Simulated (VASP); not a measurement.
# Ta: surface energy and work function by face

How do surface energy, work function and relaxation of Ta depend on the face?

Calculated with VASP 6.6.1; PBEsol; plane waves and PAW (Ta).

Report form: the programs' logs are mostly left out.

## (1) Set-up

The structure is cubic, space group Im-3m (No. 229). Conventional cell: a = 3.310 Å, b = 3.310 Å, c = 3.310 Å, α = 90.00°, β = 90.00°, γ = 90.00°. Nearest to Ta lie 8 Ta at 2.87 Å.

Structure file:

```xyz
1
Lattice="-1.6550 1.6550 1.6550 1.6550 -1.6550 1.6550 1.6550 1.6550 -1.6550" Properties=species:S:1:pos:R:3 pbc="T T T"
Ta    0.0000    0.0000    0.0000
```

## (2) The bulk reference, job relaxation, k-mesh 16×16×16

The bulk crystal is relaxed first, so that the slabs are cut at this functional's lattice.

File INCAR:

```
SYSTEM = Ta
PREC = Accurate
ENCUT = 420
EDIFF = 1E-06
NELM = 120
ISMEAR = 1
SIGMA = 0.15
LREAL = .FALSE.
ALGO = Normal
GGA = PS
NBANDS = 8
LORBIT = 11
LWAVE = .FALSE.
LCHARG = .FALSE.
KPAR = 4
IBRION = 2
NSW = 30
ISIF = 3
EDIFFG = -0.01
POTIM = 0.4
```

File POSCAR:

```
Ta
1.0
   -1.6550000000      1.6550000000      1.6550000000
    1.6550000000     -1.6550000000      1.6550000000
    1.6550000000      1.6550000000     -1.6550000000
Ta
1
Direct
    0.0000000000      0.0000000000      0.0000000000
```

File KPOINTS:

```
Automatic mesh
0
Gamma
16 16 16
0 0 0
```

Potentials, in the order of the species: Ta (PBE family, release 64).

Run with:

```bash
$ mpirun -np 4 vasp_std
```

Elapsed: 8.2 s, on 4 MPI ranks of AMD EPYC 7R43, shared host; peak memory 0.46 GiB; 31 s of CPU time.

This run has no spin polarisation. Its electron count is odd, so without a moment it is a metal by construction. The PAW data sets were made with PBE, which is usual practice but a small mismatch for other functionals. The data set Ta keeps the semicore shell frozen, which is cheaper and a little less accurate. The run keeps the 48 symmetry operations of its start, so it cannot find a distortion of lower symmetry.

Step by step:

```csv
step,energy less that of the first step (eV),largest force (eV/Å),pressure (GPa),volume (Å³)
1,0.0000,0.0000,-6.55,18.13
2,0.0219,0.0000,12.44,16.62
3,-0.0124,0.0000,-0.10,17.55
4,-0.0124,0.0000,0.03,17.54
```

```csv
"conventional cell, symmetrised",before,after,change
a (Å),3.310,3.273,-1.1 %
b (Å),3.310,3.273,-1.1 %
c (Å),3.310,3.273,-1.1 %
volume (Å³/atom),18.13,17.54,-3.3 %
```

The relaxed structure:

```xyz
1
Lattice="-1.6367 1.6367 1.6367 1.6367 -1.6367 1.6367 1.6367 1.6367 -1.6367" Properties=species:S:1:pos:R:3 pbc="T T T"
Ta    0.0000    0.0000    0.0000
```

Numbers from this step:

```yaml
electronic_cycles: 25
electrons: 5
free_energy_toten: -12.61 eV
energy_at_zero_smearing: -12.60 eV
fermi_energy: 5.801 eV
metallic: yes
```

The run ended after 4 ionic steps, 0.012 eV below its first step, once forces and stress met EDIFFG = -0.01.

Energy at zero smearing: -12.60471 eV.

## (3) The bulk reference, job self-consistent run, k-mesh 20×20×20

File INCAR:

```
SYSTEM = Ta
PREC = Normal
ENCUT = 320
EDIFF = 1E-06
NELM = 120
ISMEAR = 1
SIGMA = 0.15
LREAL = .FALSE.
ALGO = Fast
GGA = PS
NBANDS = 8
LORBIT = 11
LWAVE = .FALSE.
LCHARG = .FALSE.
KPAR = 4
```

File POSCAR:

```
Ta
1.0
   -1.6367212983      1.6367212983      1.6367212983
    1.6367212983     -1.6367212983      1.6367212983
    1.6367212983      1.6367212983     -1.6367212983
Ta
1
Direct
    0.0000000000      0.0000000000      0.0000000000
```

File KPOINTS:

```
Automatic mesh
0
Gamma
20 20 20
0 0 0
```

Run with:

```bash
$ mpirun -np 4 vasp_std
```

Elapsed: 2.8 s, on 4 MPI ranks; peak memory 0.35 GiB; 8.5 s of CPU time.

Numbers from this step:

| Item | Value |
| --- | --- |
| electronic cycles | 12 |
| energy at zero smearing | -12.61 eV |
| Fermi energy | 5.795 eV |

Energy at zero smearing: -12.60857 eV.

The run ends at a pressure of -0.33 GPa.

## (4) Relaxing the slab, 7 atoms, face Ta(110)

System of this step: Ta(110). The cell holds 7 atoms: 7 Ta. Cell: a = 3.273 Å, b = 2.835 Å, c = 28.888 Å, α = 90.0°, β = 90.0°, γ = 54.7°. It derives from Ta. 7 layers of bcc Ta, cut at this functional's lattice. Vacuum lies along c.

All atoms relax at the fixed cell.

File INCAR:

```
SYSTEM = Ta
PREC = Normal
ENCUT = 320
EDIFF = 1E-05
NELM = 120
ISMEAR = 1
SIGMA = 0.15
LREAL = .FALSE.
ALGO = Fast
GGA = PS
NBANDS = 24
LORBIT = 11
LWAVE = .FALSE.
LCHARG = .FALSE.
KPAR = 4
IBRION = 2
NSW = 40
ISIF = 2
EDIFFG = -0.03
POTIM = 0.4
MAXMIX = 40
```

File POSCAR:

```
Ta
1.0
    3.2734425966      0.0000000000      0.0000000000
    1.6367212983      2.3146734579      0.0000000000
    0.0000000000      0.0000000000     28.8880407473
Ta
7
Direct
    0.0000000000      0.0000000000      0.2596230100
    0.5000000000      0.0000000000      0.3397486700
    0.0000000000      0.0000000000      0.4198743400
    0.5000000000      0.0000000000      0.5000000000
    0.0000000000      0.0000000000      0.5801256600
    0.5000000000      0.0000000000      0.6602513300
    0.0000000000      0.0000000000      0.7403769900
```

File KPOINTS:

```
Automatic mesh
0
Gamma
13 13 1
0 0 0
```

Run with:

```bash
$ mpirun -np 4 vasp_std
```

Run time: 97 s. Hardware: 4 MPI ranks; peak memory 0.79 GiB; 6.3 min of CPU time.

The run keeps the 8 symmetry operations of its start, so it cannot find a distortion of lower symmetry.

Step by step:

```csv
step,energy less that of the first step (eV),largest force (eV/Å)
1,0.0000,0.5466
2,-0.0336,0.3730
3,-0.0518,0.1132
4,-0.0519,0.1172
5,-0.0546,0.0844
6,-0.0564,0.0773
7,-0.0564,0.0590
8,-0.0572,0.0558
9,-0.0592,0.0396
10,-0.0612,0.0192
```

The atoms that moved most (Å):

```csv
atom,dx,dy,dz,length
Ta1,0.000,0.000,0.108,0.108
Ta7,0.000,0.000,-0.108,0.108
```

The relaxed structure:

```xyz
7
Lattice="3.2734 0.0000 0.0000 1.6367 2.3147 0.0000 0.0000 0.0000 28.8880" Properties=species:S:1:pos:R:3
Ta    0.0000    0.0000    7.6079
Ta    1.6367    0.0000    9.8126
Ta    0.0000    0.0000   12.1326
Ta    1.6367    0.0000   14.4440
Ta    0.0000    0.0000   16.7554
Ta    1.6367    0.0000   19.0754
Ta    0.0000    0.0000   21.2801
```

Numbers from this step:

- electronic cycles: 75
- electrons: 35
- free energy (TOTEN): -85.7936 eV
- energy at zero smearing: -85.7926 eV
- Fermi energy: 1.261 eV

The run ended after 10 ionic steps, 0.061 eV below its first step, once the forces on the free atoms met EDIFFG = -0.03.

## (5) Potential and states of the slab, 7 atoms, face Ta(110)

A static run writes the electrostatic potential without exchange and correlation (LVHAR), which is flat in the vacuum and gives the level to count from. The dipole correction cancels the field that unlike faces would set up across the vacuum.

File INCAR:

```
SYSTEM = Ta
PREC = Normal
ENCUT = 320
EDIFF = 1E-06
NELM = 120
ISMEAR = 1
SIGMA = 0.15
LREAL = .FALSE.
ALGO = Fast
GGA = PS
NBANDS = 24
LORBIT = 11
LWAVE = .FALSE.
LCHARG = .TRUE.
KPAR = 4
IDIPOL = 3
LDIPOL = .TRUE.
DIPOL = 0.5 0.5 0.5
LVHAR = .TRUE.
LVACPOTAV = .TRUE.
NEDOS = 1500
```

File POSCAR:

```
Ta
1.0
    3.2734425966      0.0000000000      0.0000000000
    1.6367212983      2.3146734579      0.0000000000
    0.0000000000      0.0000000000     28.8880407473
Ta
7
Direct
    0.0000000000      0.0000000000      0.2633596511
    0.5000000000      0.0000000000      0.3396777341
    0.0000000000      0.0000000000      0.4199881777
    0.5000000000      0.0000000000      0.5000000000
    0.0000000000      0.0000000000      0.5800118223
    0.5000000000      0.0000000000      0.6603222659
    0.0000000000      0.0000000000      0.7366403489
```

KPOINTS is that of step 4.

Run with:

```bash
$ mpirun -np 4 vasp_std
```

Elapsed: 38 s, on 4 MPI ranks; peak memory 0.72 GiB; 2.4 min of CPU time.

This step gave:

| Item | Value |
| --- | --- |
| electronic cycles | 31 |
| Fermi energy | 1.263 eV |
| dipole moment | 0, 0, 0 e·Å |
| vacuum levels | 6.111, 6.111 eV |
| work functions of the upper and lower face | 4.848, 4.848 eV |

The planar average of the electrostatic potential oscillates, so the rows of the table below give means over windows of 2.29 Å about each position, cut where the curve ends. Its maxima inside the range that stand out by 2 % of the span (Å: eV): 8.7: -2.41, 11.0: -1.43, 13.3: -1.48, 15.6: -1.48, 17.9: -1.43, 20.2: -2.41. Its minima: 7.6: -9.96, 9.9: -9.82, 12.2: -9.73, 14.4: -9.73, 16.7: -9.73, 19.0: -9.82, 21.3: -9.96.

Zero at the Fermi level. Table of planar average of the electrostatic potential by height; means over each step:

```csv
height (Å),planar average of the electrostatic potential (eV)
1.15,4.85
3.44,4.84
5.72,2.69
8.02,-6.32
10.30,-5.83
12.59,-5.80
14.88,-5.79
17.18,-5.79
19.46,-6.18
21.75,-4.98
24.04,4.54
26.34,4.85
28.62,4.85
```

Density of states in the PAW spheres, an atom over height of the layer and energy from the Fermi level.

Values in states/eV, 22 rows by 7 columns, each cell a mean:
```
1.06 0.77 0.80 0.83 0.80 0.77 1.06
1.34 1.10 1.34 1.40 1.34 1.10 1.34
1.60 1.26 1.56 1.59 1.56 1.26 1.60
1.47 1.10 1.30 1.25 1.30 1.10 1.47
1.40 1.47 1.52 1.60 1.52 1.47 1.40
1.38 1.91 1.64 1.49 1.64 1.91 1.38
0.59 0.55 0.46 0.38 0.46 0.55 0.59
0.43 0.46 0.41 0.47 0.41 0.46 0.43
0.74 0.84 0.81 0.90 0.81 0.84 0.74
0.91 1.11 0.96 0.97 0.96 1.11 0.91
0.77 0.91 0.71 0.76 0.71 0.91 0.77
0.53 0.75 0.64 0.57 0.64 0.75 0.53
0.41 0.61 0.62 0.61 0.62 0.61 0.41
0.24 0.30 0.27 0.27 0.27 0.30 0.24
0.17 0.19 0.19 0.17 0.19 0.19 0.17
0.13 0.14 0.15 0.15 0.15 0.14 0.13
0.10 0.13 0.10 0.11 0.10 0.13 0.10
0.07 0.10 0.09 0.11 0.09 0.10 0.07
0.06 0.09 0.07 0.06 0.07 0.09 0.06
0.03 0.07 0.06 0.05 0.06 0.07 0.03
0.02 0.04 0.04 0.03 0.04 0.04 0.02
0.01 0.02 0.02 0.03 0.02 0.02 0.01
```
Columns: height of the layer (Å) from 7.6 to 21.3; rows upwards: energy from the Fermi level (eV) from -7.9 to 0.5.

Valence density in the ca plane at fractional y = 0.000, with atoms of Ta within 0.2 Å of it. It is the smooth field of the valence electrons, not physical close to the nuclei.

Ten even steps from '0' (0.00 e/Å³) to '9' (0.50 e/Å³), each cell a mean:
```
44577777654444567777755444567668952000000000
55567677655555557767655555667767731000000000
87555555567767655555556767866655421000000000
87544444568778754444457877875544321000000000
77544444567777754444457777775544321000000000
87555455568778755545557877875554321000000000
66566666556666656666656666766666531000000000
45577677655445557777755445567767842000000000
44577777654444567777764444567569952000000000
```
Columns run along c (16.0 Å, from fractional 0.36 to 0.91 of the cell), rows up along a (3.3 Å). Atoms in or near the plane, at fractional coordinates: Ta at (0.42, 0.00), Ta at (0.50, 0.50), Ta at (0.58, 0.00), Ta at (0.66, 0.50), Ta at (0.74, 0.00).

The map of layer states is cut here 0.5 eV above the Fermi level, so it leaves out the states above that.

The vacuum level lies 4.85 eV above the Fermi level at the upper face; both faces agree, as the slab has next to no dipole.

The program found no field-free point at its default tolerance, but its printed level agrees with the flat part of the planar average.

On this mesh the fine structure of the density of states is sampling noise, and high empty states may be cut by the number of bands.

## (6) Surface relaxation, 9 atoms, face Ta(100)

System of this step: Ta(100). The cell holds 9 atoms: 9 Ta. Its edges and angles: a = 3.273 Å, b = 3.273 Å, c = 28.094 Å, α = 90.0°, β = 90.0°, γ = 90.0°. It derives from Ta. 9 layers of bcc Ta, cut at this functional's lattice. Vacuum lies along c.

File INCAR:

```
SYSTEM = Ta
PREC = Normal
ENCUT = 320
EDIFF = 1E-05
NELM = 120
ISMEAR = 1
SIGMA = 0.15
LREAL = .FALSE.
ALGO = Fast
GGA = PS
NBANDS = 31
LORBIT = 11
LWAVE = .FALSE.
LCHARG = .FALSE.
KPAR = 4
IBRION = 2
NSW = 40
ISIF = 2
EDIFFG = -0.03
POTIM = 0.4
MAXMIX = 40
```

File POSCAR:

```
Ta
1.0
    3.2734425966      0.0000000000      0.0000000000
    0.0000000000      3.2734425966      0.0000000000
    0.0000000000      0.0000000000     28.0937703864
Ta
9
Direct
    0.0000000000      0.0000000000      0.2669631000
    0.5000000000      0.5000000000      0.3252223200
    0.0000000000      0.0000000000      0.3834815500
    0.5000000000      0.5000000000      0.4417407700
    0.0000000000      0.0000000000      0.5000000000
    0.5000000000      0.5000000000      0.5582592300
    0.0000000000      0.0000000000      0.6165184500
    0.5000000000      0.5000000000      0.6747776800
    0.0000000000      0.0000000000      0.7330369000
```

File KPOINTS:

```
Automatic mesh
0
Gamma
9 9 1
0 0 0
```

Run with:

```bash
$ mpirun -np 4 vasp_std
```

The job ended after 90 s (4 MPI ranks; peak memory 0.66 GiB; 5.9 min of CPU time).

The run keeps the 16 symmetry operations of its start, so it cannot find a distortion of lower symmetry.

Relaxation path:

```csv
step,energy less that of the first step (eV),largest force (eV/Å)
1,0.0000,1.5326
2,-0.2600,0.8957
3,-0.3351,0.4357
4,-0.3353,0.4333
5,-0.3650,0.2116
6,-0.3748,0.1006
7,-0.3748,0.1110
8,-0.3768,0.0733
9,-0.3780,0.1239
10,-0.3798,0.1034
11,-0.3835,0.0472
12,-0.3838,0.0606
13,-0.3848,0.0166
```

The atoms that moved most (Å):

```csv
atom,dx,dy,dz,length
Ta1,0.000,0.000,0.196,0.196
Ta9,0.000,0.000,-0.196,0.196
Ta7,0.000,0.000,0.036,0.036
Ta3,0.000,0.000,-0.036,0.036
Ta2,0.000,0.000,-0.031,0.031
Ta8,0.000,0.000,0.031,0.031
Ta6,0.000,0.000,-0.019,0.019
Ta4,0.000,0.000,0.019,0.019
```

Final coordinates:

```cif
data_structure
_symmetry_space_group_name_H-M 'P 1'
_symmetry_Int_Tables_number 1
_cell_length_a 3.2734
_cell_length_b 3.2734
_cell_length_c 28.0938
_cell_angle_alpha 90.000
_cell_angle_beta 90.000
_cell_angle_gamma 90.000
_cell_volume 301.04
loop_
_atom_site_label
_atom_site_type_symbol
_atom_site_fract_x
_atom_site_fract_y
_atom_site_fract_z
_atom_site_occupancy
Ta1 Ta 0.00000 0.00000 0.27392 1
Ta2 Ta 0.50000 0.50000 0.32412 1
Ta3 Ta 0.00000 0.00000 0.38221 1
Ta4 Ta 0.50000 0.50000 0.44243 1
Ta5 Ta 0.00000 0.00000 0.50000 1
Ta6 Ta 0.50000 0.50000 0.55757 1
Ta7 Ta 0.00000 0.00000 0.61779 1
Ta8 Ta 0.50000 0.50000 0.67588 1
Ta9 Ta 0.00000 0.00000 0.72608 1
```

Numbers from this step:

```yaml
electronic_cycles: 113
electrons: 45
free_energy_toten: -109.7972 eV
energy_at_zero_smearing: -109.7953 eV
fermi_energy: 1.384 eV
```

The run ended after 13 ionic steps, 0.385 eV below its first step, once the forces on the free atoms met EDIFFG = -0.03.

## (7) Vacuum level and density of states, 9 atoms, face Ta(100)

File INCAR:

```
SYSTEM = Ta
PREC = Normal
ENCUT = 320
EDIFF = 1E-06
NELM = 120
ISMEAR = 1
SIGMA = 0.15
LREAL = .FALSE.
ALGO = Fast
GGA = PS
NBANDS = 31
LORBIT = 11
LWAVE = .FALSE.
LCHARG = .TRUE.
KPAR = 4
IDIPOL = 3
LDIPOL = .TRUE.
DIPOL = 0.5 0.5 0.5
LVHAR = .TRUE.
LVACPOTAV = .TRUE.
NEDOS = 1500
```

File POSCAR:

```
Ta
1.0
    3.2734425966      0.0000000000      0.0000000000
    0.0000000000      3.2734425966      0.0000000000
    0.0000000000      0.0000000000     28.0937703864
Ta
9
Direct
    0.0000000000      0.0000000000      0.2739247986
    0.5000000000      0.5000000000      0.3241180905
    0.0000000000      0.0000000000      0.3822118839
    0.5000000000      0.5000000000      0.4424312018
    0.0000000000      0.0000000000      0.5000000000
    0.5000000000      0.5000000000      0.5575687982
    0.0000000000      0.0000000000      0.6177881161
    0.5000000000      0.5000000000      0.6758819095
    0.0000000000      0.0000000000      0.7260752014
```

KPOINTS is that of step 6.

Run with:

```bash
$ mpirun -np 4 vasp_std
```

The job ended after 42 s (4 MPI ranks; peak memory 0.64 GiB).

This step gave:

| Property | Result |
| --- | --- |
| electronic cycles | 46 |
| free energy (TOTEN) | -109.7967 eV |
| energy at zero smearing | -109.7949 eV |
| Fermi energy | 1.395 eV |
| vacuum levels | 5.245, 5.245 eV |
| work functions of the upper and lower face | 3.850, 3.850 eV |

The planar average of the electrostatic potential oscillates, so the rows of the table below give means over windows of 1.78 Å about each position, cut where the curve ends. Its maxima inside the range that stand out by 2 % of the span (Å: eV): 9.8: -5.59, 11.6: -5.06, 13.3: -5.56, 14.8: -5.56, 16.5: -5.06, 18.3: -5.59. Its minima: 8.1: -7.64, 10.7: -6.42, 12.5: -6.23, 14.0: -6.20, 15.6: -6.23, 17.4: -6.42, 20.0: -7.64.

Zero at the Fermi level. Planar average of the electrostatic potential against height; means over each step:

```csv
height (Å),planar average of the electrostatic potential (eV)
0.89,3.86
2.67,3.86
4.45,3.79
6.23,1.25
8.01,-6.83
9.79,-6.06
11.57,-5.65
13.35,-5.88
15.13,-5.85
16.91,-5.70
18.69,-6.26
20.47,-5.81
22.25,2.57
24.03,3.83
25.81,3.86
27.59,3.86
```

Density of states in the PAW spheres, an atom over height of the layer and energy from the Fermi level.

Ten even steps from '0' (0.01 states/eV) to '9' (1.85 states/eV), each cell a mean:
```
844424448
334666433
556999655
757787757
777787777
798777897
663333366
222212222
454444454
454555454
454333454
343333343
133333331
121111121
000000000
011000110
000000000
000000000
000000000
000000000
000000000
000000000
```
Columns: height of the layer (Å) from 7.7 to 20.4 (not evenly spaced); rows upwards: energy from the Fermi level (eV) from -7.9 to 0.5.

Valence density in the ca plane at fractional y = 0.000, with atoms of Ta within 0.2 Å of it. It is the smooth field of the valence electrons, not physical close to the nuclei.

Ten even steps from '0' (0.00 e/Å³) to '9' (0.54 e/Å³), each cell a mean:
```
55666654445666654444666665566469831000000000
55666654445666654444666655556667521000000000
44555544444554544444455544455554310000000000
44444444444444444444444444445543210000000000
44444444444444444444444444445543210000000000
44444444444444444444444444445553210000000000
45555554444555654444565554556665421000000000
55666754445666764444666665556568731000000000
55667654445667654444667655566469941000000000
```
Columns run along c (16.0 Å, from fractional 0.33 to 0.90 of the cell), rows up along a (3.3 Å). Atoms in or near the plane, at fractional coordinates: Ta at (0.38, 0.00), Ta at (0.50, 0.00), Ta at (0.62, 0.00), Ta at (0.73, 0.00).

The map of layer states is cut here 0.5 eV above the Fermi level, so it leaves out the states above that.

The vacuum level lies 3.85 eV above the Fermi level at the upper face; both faces agree, as the slab has next to no dipole.

The program found no field-free point at its default tolerance, but its printed level agrees with the flat part of the planar average.

On this mesh the fine structure of the density of states is sampling noise, and high empty states may be cut by the number of bands.

(Continued in part 2 of 2.)

[Lines on the potential files, build, host, timing and source positions are cut from VASP's logs without a mark.]

[Logs are printed without paths, hosts, clocks, repeated set-up lines and the standing remarks that a program may print on its own settings, such as how far it seeks lower states.]

[Hosts, paths, dates, database ids (printed as entryN), source tags and the programs' standing remarks are cut or masked in the printed files.]

[Runs that stopped without an error message from VASP are left out.]
